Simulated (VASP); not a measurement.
Method: PBE GGA, VASP's PBE PAW potentials (set 64) (plane waves; VASP).

The input files of a VASP run:

INCAR:
```
SYSTEM = AsSi62
PREC = Normal; ENCUT = 400; LREAL = Auto
LASPH = .TRUE.; ISYM = 0; NELECT = 252.0
EDIFF = 1E-5; NELM = 100; NELMIN = 4
ALGO = Fast; LMAXMIX = 4
ISMEAR = 0; SIGMA = 0.05
GGA = PE
IBRION = 2; NSW = 70; ISIF = 2
EDIFFG = -0.03
LWAVE = .TRUE.; LCHARG = .FALSE.
```

File KPOINTS:
```
Automatic mesh
0
G
  1 1 1
```

POSCAR:
```
AsSi62
1
   10.9370747000     0.0000000000     0.0000000000
    0.0000000000    10.9370747000     0.0000000000
   -0.0000000000    -0.0000000000    10.9370747000
Si As
62 1
Direct
  0.5000000000   0.0000000000   0.0000000000
  0.6250000000   0.1250000000   0.1250000000
  0.7500000000   0.2500000000   0.0000000000
  0.8750000000   0.3750000000   0.1250000000
  0.7500000000   0.0000000000   0.2500000000
  0.8750000000   0.1250000000   0.3750000000
  0.0000000000   0.0000000000   0.0000000000
  0.1250000000   0.1250000000   0.1250000000
  0.2500000000   0.2500000000   0.0000000000
  0.3750000000   0.3750000000   0.1250000000
  0.5000000000   0.5000000000   0.0000000000
  0.6250000000   0.6250000000   0.1250000000
  0.7500000000   0.7500000000   0.0000000000
  0.8750000000   0.8750000000   0.1250000000
  0.2500000000   0.0000000000   0.2500000000
  0.3750000000   0.1250000000   0.3750000000
  0.4982160000   0.2466550000   0.2508810000
  0.7468930000   0.5027830000   0.2500010000
  0.8750000000   0.6250000000   0.3750000000
  0.5000000000   0.0000000000   0.5000000000
  0.6250000000   0.1250000000   0.6250000000
  0.7490510000   0.2455570000   0.4997090000
  0.8750000000   0.3750000000   0.6250000000
  0.7500000000   0.0000000000   0.7500000000
  0.8750000000   0.1250000000   0.8750000000
  0.0000000000   0.5000000000   0.0000000000
  0.1250000000   0.6250000000   0.1250000000
  0.2500000000   0.7500000000   0.0000000000
  0.3750000000   0.8750000000   0.1250000000
  0.0000000000   0.2500000000   0.2500000000
  0.1250000000   0.3750000000   0.3750000000
  0.2500000000   0.5000000000   0.2500000000
  0.3750000000   0.6250000000   0.3750000000
  0.5000000000   0.7500000000   0.2500000000
  0.6250000000   0.8750000000   0.3750000000
  0.0000000000   0.0000000000   0.5000000000
  0.1250000000   0.1250000000   0.6250000000
  0.2500000000   0.2500000000   0.5000000000
  0.3750000000   0.3750000000   0.6250000000
  0.6250000000   0.6250000000   0.6250000000
  0.7500000000   0.7500000000   0.5000000000
  0.8750000000   0.8750000000   0.6250000000
  0.2500000000   0.0000000000   0.7500000000
  0.3750000000   0.1250000000   0.8750000000
  0.5000000000   0.2500000000   0.7500000000
  0.6250000000   0.3750000000   0.8750000000
  0.7500000000   0.5000000000   0.7500000000
  0.8750000000   0.6250000000   0.8750000000
  0.0000000000   0.7500000000   0.2500000000
  0.1250000000   0.8750000000   0.3750000000
  0.0000000000   0.5000000000   0.5000000000
  0.1250000000   0.6250000000   0.6250000000
  0.2500000000   0.7500000000   0.5000000000
  0.3750000000   0.8750000000   0.6250000000
  0.0000000000   0.2500000000   0.7500000000
  0.1250000000   0.3750000000   0.8750000000
  0.2500000000   0.5000000000   0.7500000000
  0.3750000000   0.6250000000   0.8750000000
  0.5000000000   0.7500000000   0.7500000000
  0.6250000000   0.8750000000   0.8750000000
  0.0000000000   0.7500000000   0.7500000000
  0.1250000000   0.8750000000   0.8750000000
  0.5023500000   0.5001580000   0.5004850000
```

POTCAR, in this order: Si As (PBE.64 set). Program: vasp_gam.

What VASP printed:

OSZICAR:
```
...
RMM:   6    -0.338170158615E+03   -0.54758E-04   -0.52936E-04   335   0.493E-02    0.126E-02
RMM:   7    -0.338170161783E+03   -0.31681E-05   -0.96887E-05   297   0.208E-02
   2 F= -.33817016E+03 E0= -.33817016E+03  d E =-.190166E+00
       N       E                     dE             d eps       ncg     rms          rms(c)
DAV:   1    -0.338172214188E+03   -0.20556E-02   -0.88511E-02   376   0.545E-01    0.129E-01
RMM:   2    -0.338172711952E+03   -0.49776E-03   -0.59984E-03   316   0.152E-01    0.481E-02
RMM:   3    -0.338172821410E+03   -0.10946E-03   -0.11768E-03   321   0.721E-02    0.235E-02
RMM:   4    -0.338172834771E+03   -0.13361E-04   -0.19611E-04   328   0.319E-02    0.137E-02
RMM:   5    -0.338172836178E+03   -0.14075E-05   -0.30719E-05   213   0.129E-02
   3 F= -.33817284E+03 E0= -.33817284E+03  d E =-.192840E+00
       N       E                     dE             d eps       ncg     rms          rms(c)
DAV:   1    -0.338208358816E+03   -0.35524E-01   -0.11681E+00   336   0.183E+00    0.413E-01
RMM:   2    -0.338214237182E+03   -0.58784E-02   -0.75683E-02   316   0.470E-01    0.152E-01
RMM:   3    -0.338216113424E+03   -0.18762E-02   -0.18367E-02   325   0.221E-01    0.104E-01
RMM:   4    -0.338216208505E+03   -0.95081E-04   -0.18066E-03   346   0.905E-02    0.751E-02
RMM:   5    -0.338216178039E+03    0.30465E-04   -0.57550E-04   317   0.436E-02    0.194E-02
RMM:   6    -0.338216181291E+03   -0.32513E-05   -0.97686E-05   299   0.215E-02
   4 F= -.33821618E+03 E0= -.33821618E+03  d E =-.433451E-01
       N       E                     dE             d eps       ncg     rms          rms(c)
DAV:   1    -0.338222074677E+03   -0.58966E-02   -0.64994E-01   328   0.136E+00    0.307E-01
RMM:   2    -0.338225501347E+03   -0.34267E-02   -0.43963E-02   316   0.355E-01    0.113E-01
RMM:   3    -0.338226601250E+03   -0.10999E-02   -0.10587E-02   325   0.167E-01    0.799E-02
RMM:   4    -0.338226660380E+03   -0.59130E-04   -0.10474E-03   347   0.686E-02    0.595E-02
RMM:   5    -0.338226639052E+03    0.21328E-04   -0.35878E-04   317   0.343E-02    0.158E-02
RMM:   6    -0.338226641117E+03   -0.20656E-05   -0.63862E-05   257   0.168E-02
   5 F= -.33822664E+03 E0= -.33822664E+03  d E =-.538049E-01
       N       E                     dE             d eps       ncg     rms          rms(c)
DAV:   1    -0.338243273467E+03   -0.16634E-01   -0.76495E-01   328   0.148E+00    0.324E-01
RMM:   2    -0.338246702959E+03   -0.34295E-02   -0.46236E-02   316   0.368E-01    0.128E-01
RMM:   3    -0.338247878695E+03   -0.11757E-02   -0.11770E-02   326   0.175E-01    0.767E-02
RMM:   4    -0.338247935201E+03   -0.56506E-04   -0.11032E-03   338   0.706E-02    0.493E-02
RMM:   5    -0.338247932802E+03    0.23992E-05   -0.30431E-04   316   0.336E-02    0.120E-02
RMM:   6    -0.338247935623E+03   -0.28208E-05   -0.71789E-05   265   0.171E-02
   6 F= -.33824794E+03 E0= -.33824794E+03  d E =-.212945E-01
       N       E                     dE             d eps       ncg     rms          rms(c)
DAV:   1    -0.338250003791E+03   -0.20710E-02   -0.26667E-01   328   0.875E-01    0.190E-01
RMM:   2    -0.338251215142E+03   -0.12114E-02   -0.16200E-02   316   0.219E-01    0.752E-02
RMM:   3    -0.338251618069E+03   -0.40293E-03   -0.40356E-03   325   0.104E-01    0.440E-02
RMM:   4    -0.338251641349E+03   -0.23279E-04   -0.41860E-04   331   0.430E-02    0.269E-02
RMM:   5    -0.338251642764E+03   -0.14150E-05   -0.10723E-04   293   0.204E-02    0.581E-03
RMM:   6    -0.338251644236E+03   -0.14728E-05   -0.26503E-05   205   0.104E-02
   7 F= -.33825164E+03 E0= -.33825164E+03  d E =-.250031E-01
       N       E                     dE             d eps       ncg     rms          rms(c)
DAV:   1    -0.338259526579E+03   -0.78838E-02   -0.31188E-01   328   0.103E+00    0.230E-01
RMM:   2    -0.338260872899E+03   -0.13463E-02   -0.17406E-02   316   0.265E-01    0.103E-01
RMM:   3    -0.338261215364E+03   -0.34247E-03   -0.39700E-03   325   0.125E-01    0.524E-02
RMM:   4    -0.338261242609E+03   -0.27246E-04   -0.52778E-04   337   0.527E-02    0.300E-02
RMM:   5    -0.338261247167E+03   -0.45575E-05   -0.11859E-04   299   0.237E-02    0.747E-03
RMM:   6    -0.338261249020E+03   -0.18536E-05   -0.28911E-05   209   0.122E-02
   8 F= -.33826125E+03 E0= -.33826125E+03  d E =-.960478E-02
       N       E                     dE             d eps       ncg     rms          rms(c)
DAV:   1    -0.338262219822E+03   -0.97265E-03   -0.10322E-01   328   0.591E-01    0.132E-01
RMM:   2    -0.338262670851E+03   -0.45103E-03   -0.58077E-03   316   0.153E-01    0.594E-02
RMM:   3    -0.338262784456E+03   -0.11360E-03   -0.13214E-03   325   0.724E-02    0.304E-02
RMM:   4    -0.338262793443E+03   -0.89870E-05   -0.17675E-04   331   0.305E-02    0.174E-02
RMM:   5    -0.338262794759E+03   -0.13159E-05   -0.39924E-05   218   0.137E-02
   9 F= -.33826279E+03 E0= -.33826279E+03  d E =-.111505E-01
       N       E                     dE             d eps       ncg     rms          rms(c)
DAV:   1    -0.338265782502E+03   -0.29891E-02   -0.12779E-01   328   0.685E-01    0.159E-01
RMM:   2    -0.338266301689E+03   -0.51919E-03   -0.66425E-03   316   0.176E-01    0.687E-02
RMM:   3    -0.338266422158E+03   -0.12047E-03   -0.14675E-03   324   0.827E-02    0.352E-02
RMM:   4    -0.338266433523E+03   -0.11366E-04   -0.22247E-04   333   0.359E-02    0.169E-02
RMM:   5    -0.338266436988E+03   -0.34642E-05   -0.46528E-05   242   0.158E-02
  10 F= -.33826644E+03 E0= -.33826644E+03  d E =-.364223E-02
       N       E                     dE             d eps       ncg     rms          rms(c)
DAV:   1    -0.338266741011E+03   -0.30749E-03   -0.28877E-02   352   0.325E-01    0.758E-02
RMM:   2    -0.338266861708E+03   -0.12070E-03   -0.15162E-03   316   0.848E-02    0.327E-02
RMM:   3    -0.338266888107E+03   -0.26399E-04   -0.32062E-04   321   0.399E-02    0.170E-02
RMM:   4    -0.338266891455E+03   -0.33488E-05   -0.57543E-05   257   0.180E-02
  11 F= -.33826689E+03 E0= -.33826689E+03  d E =-.409670E-02
       N       E                     dE             d eps       ncg     rms          rms(c)
DAV:   1    -0.338268523073E+03   -0.16350E-02   -0.75135E-02   328   0.526E-01    0.114E-01
RMM:   2    -0.338268806377E+03   -0.28330E-03   -0.34158E-03   316   0.128E-01    0.510E-02
RMM:   3    -0.338268869131E+03   -0.62754E-04   -0.77682E-04   325   0.606E-02    0.263E-02
RMM:   4    -0.338268877611E+03   -0.84805E-05   -0.12637E-04   326   0.268E-02    0.125E-02
RMM:   5    -0.338268879220E+03   -0.16083E-05   -0.21017E-05   196   0.113E-02
  12 F= -.33826888E+03 E0= -.33826888E+03  d E =-.198776E-02
       N       E                     dE             d eps       ncg     rms          rms(c)
DAV:   1    -0.338269106762E+03   -0.22915E-03   -0.35869E-02   344   0.363E-01    0.781E-02
RMM:   2    -0.338269244217E+03   -0.13745E-03   -0.16484E-03   316   0.893E-02    0.349E-02
RMM:   3    -0.338269274808E+03   -0.30591E-04   -0.37433E-04   325   0.423E-02    0.182E-02
RMM:   4    -0.338269278806E+03   -0.39981E-05   -0.60221E-05   264   0.188E-02
  13 F= -.33826928E+03 E0= -.33826928E+03  d E =-.238735E-02
       N       E                     dE             d eps       ncg     rms          rms(c)
DAV:   1    -0.338270168327E+03   -0.89352E-03   -0.83995E-02   324   0.553E-01    0.116E-01
RMM:   2    -0.338270458476E+03   -0.29015E-03   -0.35239E-03   316   0.134E-01    0.529E-02
RMM:   3    -0.338270519200E+03   -0.60723E-04   -0.75719E-04   322   0.632E-02    0.273E-02
RMM:   4    -0.338270531764E+03   -0.12564E-04   -0.14328E-04   331   0.285E-02    0.120E-02
RMM:   5    -0.338270533671E+03   -0.19078E-05   -0.21746E-05   199   0.120E-02
  14 F= -.33827053E+03 E0= -.33827053E+03  d E =-.125487E-02
```

OUTCAR:
```
------------------------ aborting loop because EDIFF is reached ----------------------------------------
  FORCE on cell =-STRESS in cart. coord.  units (eV):
  Direction    XX          YY          ZZ          XY          YZ          ZX
  --------------------------------------------------------------------------------------
  Total       -6.3152648     -6.2856744     -6.2758320     -3.7063608      3.7124817     -3.7630137
  in kB       -7.7339011     -7.6976636     -7.6856103     -4.5389432      4.5464390     -4.6083223
  external PRESSURE =      -7.7057250 kB  Pullay stress =       0.0000000 kB
  volume of cell :     1308.29
      direct lattice vectors                 reciprocal lattice vectors
    10.937074700  0.000000000  0.000000000     0.091432127  0.000000000  0.000000000
     0.000000000 10.937074700  0.000000000     0.000000000  0.091432127  0.000000000
     0.000000000  0.000000000 10.937074700     0.000000000  0.000000000  0.091432127
 POSITION                                       TOTAL-FORCE (eV/Angst)
 -----------------------------------------------------------------------------------
      5.46252     10.93415     10.93452         0.003600     -0.002850     -0.003931
      6.85318      1.36387      1.36594        -0.000374     -0.011711     -0.008297
      8.20504      2.73061     10.92572         0.003737     -0.000626      0.008752
      9.57062      4.08436      1.36585         0.010397     -0.006448     -0.010699
      8.20578     10.92238      2.73103         0.005684      0.018954     -0.006084
      9.57136      1.36338      4.08352         0.010586     -0.009599      0.000768
      0.00307     10.93041     10.93350        -0.001744      0.013515     -0.001983
      1.37053      1.36542      1.36648         0.010404      0.006318      0.007352
      2.74700      2.72550      0.00874         0.000045     -0.000619     -0.010681
      4.12059      4.12425      1.39645         0.000711     -0.005525     -0.003077
      5.46450      5.46999     10.93432         0.001116      0.003797      0.000957
      6.80938      6.81564      1.39631         0.007559     -0.000336     -0.010076
      8.20992      8.18788      0.00750        -0.007978     -0.004754     -0.001059
      9.57023      9.56214      1.36588        -0.012556     -0.009142      0.014632
      2.74617      0.00789      2.72756         0.003461     -0.003562      0.000451
      4.12032      1.39619      4.12650        -0.000710     -0.013736     -0.007749
      5.46442      2.68973      2.69172        -0.008356     -0.008622     -0.015919
      8.24470      5.47319      2.69081         0.014377      0.008793     -0.011019
      9.53917      6.81557      4.12659         0.009768     -0.004792     -0.003643
      5.46453     10.93316      5.47153        -0.001417      0.005535      0.001290
      6.80972      1.39581      6.81601         0.004816     -0.014439      0.003172
      8.24497      2.68847      5.47267         0.016902     -0.007117      0.007182
      9.53948      4.12403      6.81581         0.003205     -0.001744      0.000071
      8.20958      0.00757      8.18962        -0.000026     -0.001061      0.000261
      9.56999      1.36590      9.56580        -0.007314      0.003518     -0.008811
      0.00228      5.47336     10.93478         0.005280     -0.000092     -0.004053
      1.36845      6.82908      1.38001        -0.005345      0.003841     -0.010679
      2.73082      8.20549      0.00986        -0.012293      0.012100      0.009901
      4.10569      9.56931      1.37975         0.003695      0.000375     -0.007859
      0.01118      2.73029      2.73106        -0.012466      0.004384     -0.001475
      1.36522      4.10172      4.10224        -0.014105      0.001561      0.006122
      2.74342      5.47347      2.76212        -0.005005      0.004108     -0.002007
      4.09441      6.84264      4.14290        -0.003327     -0.005294      0.013014
      5.46204      8.19408      2.76235        -0.005490      0.009922     -0.006995
      6.83363      9.57161      4.10328        -0.006154      0.011529      0.001170
      0.00310     10.93409      5.47471        -0.000924     -0.004841     -0.006032
      1.36884      1.37910      6.83027        -0.007709     -0.009492      0.006330
      2.74333      2.76171      5.47494        -0.009514      0.004989      0.002538
      4.09364      4.14370      6.84342         0.002122      0.006863     -0.005015
      6.79366      6.84359      6.84397        -0.007652     -0.005940      0.000550
      8.17399      8.19448      5.47498         0.008247      0.000258      0.004266
      9.55730      9.56861      6.83028         0.010846      0.005566      0.004037
      2.73111      0.00857      8.20580        -0.009006      0.008002      0.012064
      4.10679      1.37935      9.56835        -0.005560     -0.014769      0.005691
      5.46181      2.76207      8.19357        -0.000688      0.000028      0.010077
      6.83406      4.10236      9.57187        -0.008399      0.001468      0.014805
      8.17467      5.47393      8.19433         0.003863      0.000408     -0.002567
      9.55718      6.82905      9.56865         0.013625      0.001727      0.003063
     10.92824      8.18778      2.72735         0.005186     -0.000709      0.000435
      1.36299      9.57231      4.10919        -0.002150     -0.002495     -0.006094
      0.00148      5.46864      5.47038        -0.001850      0.007510      0.005739
      1.35168      6.84429      6.84540         0.001203      0.004528      0.005822
      2.72556      8.20830      5.48974         0.003456      0.003293      0.005674
      4.09014      9.58178      6.84660        -0.004001     -0.000291     -0.001371
     10.92801      2.72587      8.18933         0.008177     -0.000993      0.002999
      1.36292      4.10755      9.57389         0.000919     -0.005462     -0.001725
      2.72588      5.48964      8.21059        -0.005473      0.000034      0.001715
      4.08995      6.84574      9.58392         0.001194     -0.002967      0.003651
      5.44664      8.20955      8.21167        -0.001046      0.003058     -0.001760
      6.82822      9.57265      9.57409         0.002785      0.001660     -0.001388
     10.92680      8.20509      8.20592        -0.005523      0.011212      0.006737
      1.36460      9.57172      9.57221         0.007348     -0.013622     -0.010316
      5.60900      5.32902      5.32971        -0.010154      0.004797      0.001076
 -----------------------------------------------------------------------------------
    total drift:                               -0.002852     -0.015510      0.011830
  FREE ENERGIE OF THE ION-ELECTRON SYSTEM (eV)
  ---------------------------------------------------
  free  energy   TOTEN  =      -338.2705336713 eV

  energy  without entropy=     -338.2705336713  energy(sigma->0) =     -338.27053367

 reached required accuracy - stopping structural energy minimisation
```
(Selected blocks of OUTCAR.)

CONTCAR:
```
AsSi62
   1.00000000000000
    10.9370747000000001    0.0000000000000000    0.0000000000000000
     0.0000000000000000   10.9370747000000001    0.0000000000000000
     0.0000000000000000    0.0000000000000000   10.9370747000000001
  Si              As
    62     1
Direct
     0.4994494032454289    0.9997327268856551    0.9997667672806189
     0.6266006582453395    0.1247012137749636    0.1248906144007810
     0.7502042556931819    0.2496656956857680    0.9989616623714807
     0.8750618850058798    0.3734418437903509    0.1248827144590989
     0.7502719532121855    0.9986562226786034    0.2497037272443212
     0.8751294619997331    0.1246563976320587    0.3733652925123007
     0.0002802616594568    0.9993904312274732    0.9996732422981699
     0.1253104163181577    0.1248429046185929    0.1249398610662215
     0.2511641989798544    0.2491983701520127    0.0007994443845056
     0.3767540707094237    0.3770892545206790    0.1276800417467142
     0.4996312523472589    0.5001324522577779    0.9997477405336940
     0.6225956489005334    0.6231682068239188    0.1276679353315303
     0.7506502214394486    0.7486354868868110    0.0006861227697969
     0.8750269118756525    0.8742863408881208    0.1248855417900112
     0.2510882144932218    0.0007212929047724    0.2493864664021602
     0.3767295144365200    0.1276561785702384    0.3772951096720525
     0.4996231117911979    0.2459273719416646    0.2461100811247484
     0.7538300428695321    0.5004256533425988    0.2460264106943593
     0.8721861933411569    0.6231621104656283    0.3773032721938009
     0.4996337714284071    0.9996420177672153    0.5002732260029585
     0.6226268065945847    0.1276215252847419    0.6232022308731664
     0.7538554973811367    0.2458125669190334    0.5003775261604453
     0.8722153178053847    0.3770692067563635    0.6231835793301778
     0.7506194028191858    0.0006924894557778    0.7487946739011645
     0.8750044039800843    0.1248869242382638    0.8746210000353729
     0.0002082809716778    0.5004413637208144    0.9997905510201038
     0.1251204748601856    0.6243975905414541    0.1261770896853010
     0.2496850625917270    0.7502450853291830    0.0009013789647708
     0.3753916882858042    0.8749420937713869    0.1261531704418368
     0.0010222261782403    0.2496360018120306    0.2497063515132622
     0.1248248686799863    0.3750286284037326    0.3750765522142860
     0.2508369549322191    0.5004508547335522    0.2525468272563888
     0.3743605787527958    0.6256371153782664    0.3787940869788390
     0.4994055941873352    0.7492024719649198    0.2525672398347287
     0.6248136366271523    0.8751527311708993    0.3751712731277226
     0.0002836457400414    0.9997270128855303    0.5005641999051531
     0.1251560819840907    0.1260944811360623    0.6245062389178992
     0.2508280825424782    0.2525091240016893    0.5005858297050245
     0.3742902225650537    0.3788676659016150    0.6257081826333237
     0.6211592238632333    0.6257235552521550    0.6257585661282065
     0.7473653374323483    0.7492388125327153    0.5005887460371069
     0.8738444194599342    0.8748780144438257    0.6245066145097055
     0.2497110405564978    0.0007840180379945    0.7502737093160398
     0.3754925476483100    0.1261168723061604    0.8748541970341558
     0.4993845225681429    0.2525415674233413    0.7491556509853118
     0.6248526336418588    0.3750879324447111    0.8751767261902474
     0.7474270372537565    0.5004933543589432    0.7492248032751254
     0.8738334558842321    0.6243947297356672    0.8748816856897450
     0.9991919027436431    0.7486258438468848    0.2493672066591511
     0.1246207560495132    0.8752167830724354    0.3757120244076673
     0.0001349501921216    0.5000091566230453    0.5001681484188512
     0.1235873454117749    0.6257878213169045    0.6258895105641414
     0.2492036257982702    0.7505022214368531    0.5019386557084761
     0.3739705956708330    0.8760827857465081    0.6259993224045552
     0.9991709488848340    0.2492317499489397    0.7487674996788567
     0.1246143513504060    0.3755619391683176    0.8753613916030594
     0.2492329555595772    0.5019291155561555    0.7507116658917646
     0.3739532156589264    0.6259204284490330    0.8762780949304003
     0.4979974576660388    0.7506161794069236    0.7508104143048867
     0.6243186273651985    0.8752481781693442    0.8753793715804804
     0.9990608694955322    0.7502089670245045    0.7502848149912110
     0.1247686778316199    0.8751626666559683    0.8752072872619540
     0.5128432265426641    0.4872432008224430    0.4873066356506061
```

The cell is charged, with a uniform compensating background. The supercell is sampled at Γ alone, which is coarse: total energies, pressure and levels can be off, energies of defects by several tenths of an eV.

The cell is a supercell with a defect, built from Si (diamond): As_Si-vac_Si, charge +1. The run is not spin-polarised, so no state with unpaired spins was tried.
